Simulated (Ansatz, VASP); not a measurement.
# Cross-check of Re (Rhenium) between VASP and Ansatz

Aim: how closely do two programs agree when they are given the same cell, functional and k mesh? The cell is taken from a series of runs on this material, whose earlier steps may have relaxed, scaled, displaced or heated it; both programs get it as it stands.

Calculated with Ansatz 0.2.0; plane waves, with VASP 6.6.1 beside it; zone-centre phonons at LDA.

## (1) Set-up

Symmetry: P6_3/mmc, No. 194, hexagonal system. Conventional cell: a = 2.655 Å, b = 2.655 Å, c = 4.501 Å, α = 90.00°, β = 90.00°, γ = 120.00°. Re has 12 Re at 2.66 to 2.72 Å nearest.

## (2) VASP: zone-centre phonons, LDA

Second derivatives magnify differences that forces hide, and they need a tight electronic threshold.

Lines of VASP's logs that name or quote its potential files are left out, and so is its time.

INCAR

```
SYSTEM = Re
PREC = Accurate
ENCUT = 600
EDIFF = 1E-08
NELM = 120
ISMEAR = 1
SIGMA = 0.2
LREAL = .FALSE.
ALGO = Normal
GGA = CA
NBANDS = 13
LASPH = .TRUE.
LORBIT = 11
LWAVE = .FALSE.
LCHARG = .FALSE.
ISIF = 2
IBRION = 8
GGA_COMPAT = .FALSE.
KPAR = 2
```

POSCAR

```
Re
1.0
    2.6554197380      0.0000000000      0.0000000000
   -1.3277098690      2.2996609508      0.0000000000
    0.0000000000      0.0000000000      4.5009082709
Re
2
Direct
    0.3333333333      0.6666666667      0.2500000000
    0.6666666667      0.3333333333      0.7500000000
```

KPOINTS

```
Automatic mesh
0
Gamma
18 18 12
0 0 0
```

The projector-augmented-wave data sets are Re (LDA family, release 64).

Command:

```console
> mpirun -np 2 vasp_std
```

Numbers of over 12 decimals in the logs are rounded to 6 here.

The log of the run:

```text
[banner, memory and clock lines left out]
running    2 mpi-ranks, on    1 nodes
 distrk:  each k-point on    1 cores,    2 groups
 distr:  one band on    1 cores,    1 groups

 POSCAR found type information on POSCAR Re
 POSCAR found :  1 types and       2 ions
 LDA part: xc-table for (Slater(with rela. corr.)+CA(PZ))
 , standard interpolation
 POSCAR, INCAR and KPOINTS ok, starting setup
 FFT: planning ... GRIDC
 FFT: planning ... GRID_SOFT
 FFT: planning ... GRID
 WAVECAR not read
 entering main loop
       N       E                     dE             d eps       ncg     rms          rms(c)
DAV:   1     0.134278450045E+03    0.13428E+03   -0.63620E+03  7301   0.124E+03
DAV:   2    -0.191829070542E+02   -0.15346E+03   -0.13596E+03 10476   0.472E+02
DAV:   3    -0.285347077578E+02   -0.93518E+01   -0.81263E+01 11220   0.154E+02
DAV:   4    -0.287344903895E+02   -0.19978E+00   -0.19672E+00 10972   0.133E+01
DAV:   5    -0.287356945330E+02   -0.12041E-02   -0.12036E-02 11026   0.173E+00    0.483E+01
DAV:   6    -0.277302646386E+02    0.10054E+01   -0.73838E-01 11473   0.144E+01    0.220E+01
DAV:   7    -0.273766361474E+02    0.35363E+00   -0.56475E-01 11503   0.122E+01    0.516E-01
DAV:   8    -0.273681659524E+02    0.84702E-02   -0.47461E-03 10513   0.680E-01    0.146E-01
DAV:   9    -0.273669610494E+02    0.12049E-02   -0.55627E-04  9906   0.237E-01    0.434E-02
DAV:  10    -0.273669731015E+02   -0.12052E-04   -0.47110E-05 11054   0.625E-02    0.249E-02
DAV:  11    -0.273669727628E+02    0.33870E-06   -0.66060E-07 11244   0.128E-02    0.159E-03
DAV:  12    -0.273669727497E+02    0.13039E-07   -0.18952E-08  7282   0.180E-03    0.104E-03
DAV:  13    -0.273669727494E+02    0.29559E-09   -0.51304E-09  5862   0.213E-03
   1 F= -.27366973E+02 E0= -.27367043E+02  d E =0.210908E-03
 Linear response reoptimize wavefunctions to high precision
DAV:   1    -0.273669727486E+02    0.84310E-09   -0.52910E-09  9633   0.995E-04
DAV:   2    -0.273669727486E+02    0.18190E-11   -0.57726E-11  5267   0.127E-04
 Linear response DOF=           2
 Linear response progress:
  Degree of freedom:   1/  2
       N       E                     dE             d eps       ncg     rms          rms(c)
RMM:   1    -0.908367558434E-01   -0.90837E-01    0.56860E-02 30772   0.224E+01
RMM:   2    -0.143252541868E+00   -0.52416E-01   -0.54981E-02 51658   0.209E+00    0.125E-01
RMM:   3    -0.143014378728E+00    0.23816E-03   -0.31985E-03 56300   0.410E-01    0.877E-02
RMM:   4    -0.142265739771E+00    0.74864E-03   -0.91032E-04 52561   0.253E-01    0.230E-02
RMM:   5    -0.142320252872E+00   -0.54513E-04   -0.37581E-05 52735   0.661E-02    0.954E-03
RMM:   6    -0.142335936265E+00   -0.15683E-04   -0.61688E-06 55876   0.202E-02    0.367E-03
RMM:   7    -0.142340012973E+00   -0.40767E-05   -0.53508E-07 53682   0.694E-03    0.145E-03
RMM:   8    -0.142341148098E+00   -0.11351E-05   -0.20456E-07 55240   0.269E-03    0.389E-04
RMM:   9    -0.142340663784E+00    0.48431E-06   -0.56936E-08 56992   0.931E-04    0.646E-05
RMM:  10    -0.142340693721E+00   -0.29937E-07   -0.69541E-08 58237   0.458E-04    0.217E-05
RMM:  11    -0.142340741717E+00   -0.47996E-07   -0.45213E-08 58636   0.340E-04    0.942E-06
RMM:  12    -0.142340743513E+00   -0.17961E-08   -0.55292E-08 57922   0.308E-04    0.352E-06
 first order change of Fermi-energy  -0.14941E-04
 force on displaced ion       1 direction 1 :  -5.893   0.000   0.000
 Linear response progress:
  Degree of freedom:   2/  2
       N       E                     dE             d eps       ncg     rms          rms(c)
RMM:   1    -0.133576869871E+00   -0.13358E+00    0.63637E-02 10765   0.234E+01
RMM:   2    -0.189316058309E+00   -0.55739E-01   -0.44116E-02 15972   0.232E+00    0.190E-01
RMM:   3    -0.190553038837E+00   -0.12370E-02   -0.12675E-02 18440   0.814E-01    0.109E-01
RMM:   4    -0.190473239478E+00    0.79799E-04   -0.17505E-04 18464   0.185E-01    0.661E-02
RMM:   5    -0.190743555286E+00   -0.27032E-03   -0.18714E-05 18695   0.131E-01    0.914E-03
RMM:   6    -0.190763230621E+00   -0.19675E-04   -0.54926E-05 17840   0.358E-02    0.601E-03
RMM:   7    -0.190750200982E+00    0.13030E-04    0.66197E-05 17901   0.143E-02    0.287E-03
RMM:   8    -0.190765399336E+00   -0.15198E-04    0.30301E-05 18519   0.853E-03    0.801E-04
RMM:   9    -0.190767179035E+00   -0.17797E-05    0.10610E-05 18228   0.321E-03    0.110E-04
RMM:  10    -0.190767426123E+00   -0.24709E-06   -0.24231E-06 19980   0.109E-03    0.745E-05
RMM:  11    -0.190767148283E+00    0.27784E-06    0.67346E-07 18273   0.567E-04    0.979E-06
RMM:  12    -0.190767199015E+00   -0.50732E-07    0.68806E-07 20467   0.349E-04    0.512E-06
RMM:  13    -0.190767240768E+00   -0.41752E-07   -0.18351E-07 20174   0.303E-04    0.192E-06
RMM:  14    -0.190767247698E+00   -0.69306E-08   -0.11482E-07 20231   0.290E-04    0.764E-07
RMM:  15    -0.190767238498E+00    0.92003E-08   -0.56392E-08 19534   0.289E-04    0.478E-07
 first order change of Fermi-energy   0.62651E-04
 force on displaced ion       1 direction 3 :   0.000   0.000  -4.242
 Linear response finished
```

Parts of OUTCAR (step 2):

```text
ion  position               nearest neighbor table
   1  0.333  0.667  0.250-   2 2.72   2 2.72   2 2.72   2 2.72   2 2.72   2 2.72
   2  0.667  0.333  0.750-   1 2.72   1 2.72   1 2.72   1 2.72   1 2.72   1 2.72

  LATTYP: Found a hexagonal cell.
 ALAT       =     2.6554197380
 C/A-ratio  =     1.6949893859

 Subroutine GETGRP returns: Found 24 space group operations
 (whereof 12 operations were pure point group operations)

The static configuration has the point symmetry D_3d.
 The point group associated with its full space group is D_6h.

 Found    259 irreducible k-points:

   k-points           NKPTS =    259   k-points in BZ     NKDIM =    259   number of bands    NBANDS=     13

   dimension x,y,z NGX =    24 NGY =   24 NGZ =   36
   dimension x,y,z NGXF=    48 NGYF=   48 NGZF=   72

   ENCUT  =  600.0 eV  44.10 Ry    6.64 a.u.   5.30  5.30  8.99*2*pi/ulx,y,z

   NELECT =      14.0000    total number of electrons

 k-points in reciprocal lattice and weights: Automatic mesh
   0.00000000  0.00000000  0.00000000       0.000
   0.05555556 -0.00000000  0.00000000       0.002
   0.11111111 -0.00000000  0.00000000       0.002
   0.16666667  0.00000000  0.00000000       0.002
   0.22222222 -0.00000000  0.00000000       0.002
   0.27777778  0.00000000  0.00000000       0.002
   0.33333333 -0.00000000  0.00000000       0.002
   0.38888889 -0.00000000  0.00000000       0.002
   0.44444444 -0.00000000  0.00000000       0.002
[...]
0.33333333  0.27777778  0.50000000       0.003
   0.33333333  0.33333333  0.50000000       0.001

 average (electrostatic) potential at core
       1 -38.4038       2 -38.4038

  Total        5.4541886      5.4541886      0.3941493      0.0000000      0.0000000      0.0000000
  in kB      317.9388365    317.9388365     22.9759865      0.0000000      0.0000000      0.0000000
  external PRESSURE =     219.6178865 kB  Pullay stress =       0.0000000 kB

  energy-cutoff  :      600.00
  volume of cell :       27.49
      direct lattice vectors                 reciprocal lattice vectors
     2.655419738  0.000000000  0.000000000     0.376588298  0.217423355  0.000000000
    -1.327709869  2.299660951  0.000000000     0.000000000  0.434846711  0.000000000
     0.000000000  0.000000000  4.500908271     0.000000000  0.000000000  0.222177378

 POSITION                                       TOTAL-FORCE (eV/Angst)
 -----------------------------------------------------------------------------------
     -0.00000      1.53311      1.12523        -0.000000     -0.000000      0.000000
      1.32771      0.76655      3.37568         0.000000      0.000000      0.000000
 -----------------------------------------------------------------------------------
    total drift:                               -0.000000     -0.000000     -0.000000

 Eigenvectors and eigenvalues of the dynamical matrix
 ----------------------------------------------------

   1 f  =    3.933023 THz    24.711911 2PiTHz  131.191518 cm-1    16.265668 meV
             X         Y         Z           dx          dy          dz
     -0.000000  1.533107  1.125227    -0.707107    0.000002    0.000000
      1.327710  0.766554  3.375681     0.707107   -0.000002    0.000000

   2 f  =    3.933023 THz    24.711911 2PiTHz  131.191518 cm-1    16.265668 meV
             X         Y         Z           dx          dy          dz
     -0.000000  1.533107  1.125227    -0.000002   -0.707107   -0.000000
      1.327710  0.766554  3.375681     0.000002    0.707107    0.000000

   3 f  =    3.337111 THz    20.967685 2PiTHz  111.314030 cm-1    13.801175 meV
             X         Y         Z           dx          dy          dz
     -0.000000  1.533107  1.125227     0.000000    0.000000   -0.707107
      1.327710  0.766554  3.375681     0.000000    0.000000    0.707107

   4 f  =    0.000000 THz     0.000001 2PiTHz    0.000003 cm-1     0.000000 meV
             X         Y         Z           dx          dy          dz
     -0.000000  1.533107  1.125227    -0.702436   -0.081137   -0.000000
      1.327710  0.766554  3.375681    -0.702436   -0.081137    0.000000

   5 f  =    0.000000 THz     0.000000 2PiTHz    0.000000 cm-1     0.000000 meV
             X         Y         Z           dx          dy          dz
     -0.000000  1.533107  1.125227     0.000000   -0.000000    0.707107
      1.327710  0.766554  3.375681     0.000000    0.000000    0.707107

   6 f/i=    0.000000 THz     0.000000 2PiTHz    0.000001 cm-1     0.000000 meV
             X         Y         Z           dx          dy          dz
     -0.000000  1.533107  1.125227    -0.081137    0.702436    0.000000
      1.327710  0.766554  3.375681    -0.081137    0.702436    0.000000

 ELASTIC MODULI CONTR FROM IONIC RELAXATION (kBar)
 Direction    XX          YY          ZZ          XY          YZ          ZX
 --------------------------------------------------------------------------------
 XX         -96.4221     96.4221      0.0000     -0.0000     -0.0000      0.0000
 YY          96.4221    -96.4221      0.0000      0.0000     -0.0000      0.0000
 ZZ           0.0000      0.0000     -0.0000     -0.0000      0.0000      0.0000
 XY          -0.0000      0.0000     -0.0000    -96.4221      0.0000      0.0000
 YZ          -0.0000     -0.0000      0.0000      0.0000     -0.0000      0.0000
 ZX           0.0000      0.0000      0.0000      0.0000      0.0000      0.0000
 --------------------------------------------------------------------------------
```

The data set Re keeps the semicore shell frozen, which is cheaper and a little less accurate.

## (3) Ansatz: zone-centre phonons, LDA

Ansatz runs on its PAW soft_1 files.

The same cell, functional (in two slightly different forms), mesh and smearing now go to Ansatz, which takes its cutoff from its data sets.

input.yaml

```yaml
crystal:
  lattice:
    - [2.655419738, 0.0, 0.0]
    - [-1.327709869, 2.2996609508, 0.0]
    - [0.0, 0.0, 4.5009082709]
  atoms:
    - { symbol: Re, position: [0.3333333333, 0.6666666667, 0.25] }
    - { symbol: Re, position: [0.6666666667, 0.3333333333, 0.75] }
kpoints:
  mp_grid: { grid: [18, 18, 12] }
hamiltonian:
  xc: lda
  pseudopotentials: { kind: paw, azcp: { folder: soft_1 }, xc_functional: pbe }
scf:
  occupations: { method: methfessel_paxton, width: 0.2 }
output:
  eigenvalues: true
phonons:
  method: dfpt
```

Command:

```console
> ansatz run input.yaml --threads 4 --pin off --max-ram 10240MiB --backend cpu --events-out ev --progress --plain --runs-dir out
```

The log of the run:

```text
zone centre: on kpoints.mp_grid the ground state, and the responses unless they are solved on pairs of k-points, stand on 637 of the mesh's 3888 k-points, reduced under 4 symmetry operations, with k and −k counted as one. Each operation leaves every solved displacement unchanged or reverses it
Engine: ansatz 0.2.0, x86_64-unknown-linux-gnu
Pseudopotentials: kind: paw
Pseudopotential: Re, paw, valence charge 15, recommended cutoff 420 eV (normal), soft_1/Re.paw.azcp
Functional definition: SPW92
  exchange = slater_x
  correlation = pw_c
Crystal: 2 atoms, lattice volume = 27.485 Å³
Basis set: ecut = 420 eV, 549 PW (Γ), exchange–correlation on 36×36×64 points (8 copies of the dense FFT grid, shifted against one another)
Bands: 19, of which v1, the nominal top of the filled ones, is band 15 counted from 1 (14 counted from 0)
Symmetry: 24 space group operations
k-points: 637 of 3888 (irreducible under 4 space group operations, time reversal used)
Non-local potential: Re, projectors of the file, l = 0: 3, l = 1: 2, l = 2: 2, l = 3: 1
PAW form: soft (Blöchl's): semilocal exchange-correlation on the pseudo side does not see the compensation charge
PAW frozen core: Re, regenerated for the run's functional, and the local potential with it (the file was generated under x = pbe(κ = 0.804, μ = 0.219515), c = pbe(β = 0.066725))
PAW one-centre angular grid: Re, 590 points (default); XC on 64 Gauss nodes
Initial density: superposition of atomic densities (chi_scale 0.1, normalization cell)
Initial wavefunctions: pseudopotential atomic-orbital guess
Functional: x = slater, c = lda
SCF iter   1: F=—  HF=-21217.365206 eV  |F-HF|=—  |Δ(HF+E_count)|=         —  Δρ=5.94e-2  dr2=8.28e-1  ethr=3.10e-3  ⟨swp⟩=4.7  Hψ=48650  notcnv=0
preconditioner: auto → none  [metal: Δε(μ)=0.010 eV  Ē_g=6.888 eV  σ=0.200 eV  W_gap=0.04  n_scr=8 (ndim 8)  ℏωp=26.5 eV  f_vac=0.000  D(μ)=1.51/eV (n_scr^D=22)  sad-step TF]
SCF iter   2: F=—  HF=-21217.122131 eV  |F-HF|=—  |Δ(HF+E_count)|=   2.43e-1  S|Δr|=    0.00e0  Δρ=3.44e-2  dr2=2.66e-1  ethr=2.76e-3  ⟨swp⟩=2.0  Hψ=19451  notcnv=0  defer=13
SCF iter   3: F=—  HF=-21217.012363 eV  |F-HF|=—  |Δ(HF+E_count)|=   1.10e-1  S|Δr|=    0.00e0  Δρ=1.55e-3  dr2=2.61e-4  ethr=8.87e-4  ⟨swp⟩=3.0  Hψ=23357  notcnv=0  defer=13
SCF iter   4: F=—  HF=-21217.012499 eV  |F-HF|=—  |Δ(HF+E_count)|=   1.36e-4  S|Δr|=    0.00e0  Δρ=1.72e-4  dr2=8.82e-6  ethr=8.70e-7  ⟨swp⟩=2.0  Hψ=16995  notcnv=0  defer=13
SCF iter   5: F=—  HF=-21217.012494 eV  |F-HF|=—  |Δ(HF+E_count)|=   4.39e-6  S|Δr|=    0.00e0  Δρ=2.54e-5  dr2=1.30e-7  ethr=2.94e-8  ⟨swp⟩=2.0  Hψ=16618  notcnv=0  defer=13
SCF iter   6: F=—  HF=-21217.012495 eV  |F-HF|=—  |Δ(HF+E_count)|=   6.12e-7  S|Δr|=    0.00e0  Δρ=6.39e-6  dr2=9.36e-9  ethr=4.33e-10  ⟨swp⟩=2.3  Hψ=18951  notcnv=0  defer=13
SCF iter   7: F=—  HF=-21217.012495 eV  |F-HF|=—  |Δ(HF+E_count)|=   2.71e-9  S|Δr|=    0.00e0  Δρ=1.10e-6  dr2=2.37e-10  ethr=3.12e-11  ⟨swp⟩=2.6  Hψ=20559  notcnv=0  defer=13
SCF iter   8: F=-21217.012495 eV  HF=-21217.012495 eV  |F-HF|=0.00e0  |Δ(HF+E_count)|=  7.64e-11  S|Δr|=    0.00e0  Δρ=9.81e-8  dr2=9.73e-13  ethr=1.00e-12  ⟨swp⟩=6.0  Hψ=51037  notcnv=0
the search or the solves at the SCF's close seem to have found levels that the self-consistency loop had missed (the run counts 2). By its estimate they hold under 1e-12 electrons; where the run keeps them, the occupations were computed again with them
SCF 1 converged in 8 iterations: F = -21217.012495 eV  dr2 = 9.73e-13
  greatest PAW one-centre occupation: 0.999 electrons in one spin orbital (limit 2), on the Re atom at site 1 (counted from 0), in its partial waves of l = 0
DFPT response loops at Γ: preconditioner auto → Kerker (q_TF=auto, 2.768 Å⁻¹) (partly filled bands, converged f_vac=0.000); β = 1.00, the filter's whole step (`scf.mixing.beta` (0.50) is not read by the response loops under this deck's `scf.mixing.preconditioner`; to damp them name `kerker` or `kerker_dos`, under which they read `scf.mixing.beta`, and type it under 1.00, their step now; both keys bind the ground state too); Broyden in place of MSR1
SCF converged after 8 iterations
Stability not checked: this state was not tested for a lower state beside it, because cold or Methfessel-Paxton smearing, or corrected tetrahedra, fill the levels in a way that the test cannot read (fill_not_monotonic; see scf.lower_state_search)
Free energy (F): -21217.012495 eV
Harris-Foulkes:  -21217.012495 eV  (|F-HF|=0.00e0)
Internal energy: -21217.012659 eV  (E = F + TS)
E sigma→0 (E₀):  -21217.012536 eV
Entropy (-TS):   0.000164 eV (0.082 meV/atom)
Fermi energy:    25.717284 eV
--- Per-component energies (eV) ---
  E_band       = -96.179669
  E_kinetic    = 1056.394069
  E_local      = -1445.493602  (includes V_loc(G=0)·N_el)
  E_nonlocal   = 172.524359
  E_hartree    = 510.373059
  E_xc         = -711.686837
  E_vxc        = -585.407204  (∫ρ·V_xc dr)
  E_paw        = -16893.872323  (= ΣΔE_a)
  E_vpaw       = -314.943550  (= ΣTr[D̂ρ^β])
  E_aug_tail   = 0.000115  (compensation charges beyond the density's cutoff)
  E_ewald      = -3905.889839
  E_core_change = 0.638340  (= ΣΔE_core)
  E_smearing   = 0.000164  (= −TS)
  E_closure    = 0.000000  (closes the sum)
  Σ components = -21217.012495   (vs F -21217.012495, Δ=0.00e0)
--- Band table (eV; the first three rows and the last of 637) ---
  k-point 0: bands = [... 11 lower, 23.9475, 23.9475, 24.7288, 24.7288, 25.9871, 26.3009, 26.3009, 29.3565]
  k-point 1: bands = [... 11 lower, 23.9219, 23.9219, 24.6861, 24.6861, 25.7479, 26.3992, 26.3992, 29.3558]
  k-point 2: bands = [... 11 lower, 23.8647, 23.8647, 24.5689, 24.5689, 25.1337, 26.6701, 26.6701, 29.3381]
  k-point 636: bands = [... 11 lower, 22.0560, 23.4180, 23.4180, 25.3776, 25.3776, 29.9338, 29.9338, 32.8910]
--- Phonons (Γ-DFPT): 2 representative perturbations + reference, on 637 of 3888 k-points (Σ response iterations 5) ---
  k mesh reduced under 4 symmetry operations, with k and −k counted as one. Each operation leaves every solved displacement unchanged or reverses it
  ASR residual: 1.374e-4 → 0.000e0 eV/Å²; symmetrization residual: 1.359e-13 eV/Å²
  ASR residual per site (eV/Å²): 1.37e-4 1.37e-4
  Γ frequencies (cm⁻¹): 0.00 0.00 0.00 114.45 131.54 131.54
  non-analytic LO–TO correction: not included (Born effective charges unavailable; polar crystals: no LO–TO splitting at Γ)
```

In the SCF lines HF is the Harris–Foulkes energy and dr2 the Hartree energy of the density residual, in eV; the loop may stop once dr2 is under the threshold and the program's other checks hold. Hψ counts applications of the Hamiltonian.

## (4) Comparison

Known differences besides the potentials themselves: the two LDA forms differ slightly; the data sets hold 30 valence electrons in Ansatz (on its PAW soft_1 files) and 14 in VASP; the cutoff is 420 eV in Ansatz and 600 eV in VASP; VASP's log shows a relativistic correction to its local exchange, Ansatz's none. Total energies have different zeros and are not compared.

Both answers:

| quantity | Ansatz | VASP | difference |
| --- | --- | --- | --- |
| optical mode 1 (cm⁻¹) | 114.5 | 111.3 | +2.82 % |
| optical mode 2 to 3 (cm⁻¹) | 131.5 | 131.2 | +0.27 % |

Modes are paired by rising frequency, not by their patterns, so a pair may set unlike modes beside each other; they are those without the splitting of longitudinal modes.

## (5) Outcome

- r.m.s. difference of the optical zone-centre modes, each program's sorted by frequency (zone-centre phonons, LDA): 1.8 cm⁻¹
- difference in optical mode 1 (zone-centre phonons, LDA): +2.8 %

What this shows: The r.m.s. difference of the optical zone-centre modes, each program's sorted by frequency is 1.8 cm⁻¹ (zone-centre phonons, LDA). The data sets hold unlike numbers of valence electrons (30 in Ansatz and 14 in VASP), so part of the differences comes from the potentials. Among the rows given in per cent, the largest difference of the zone-centre phonons, LDA pair is in optical mode 1, +2.8 %. Such differences can come from data sets, numerical settings and the points named under the comparisons, not from the functional's error against experiment.

[Lines on the potential files, build, host, timing and source positions are cut from VASP's logs without a mark.]

[Logs are printed without paths, hosts, clocks, repeated set-up lines and the standing remarks that a program may print on its own settings, such as how far it seeks lower states.]

[Hosts, paths, dates, database ids (printed as entryN), source tags and the programs' standing remarks are cut or masked in the printed files.]
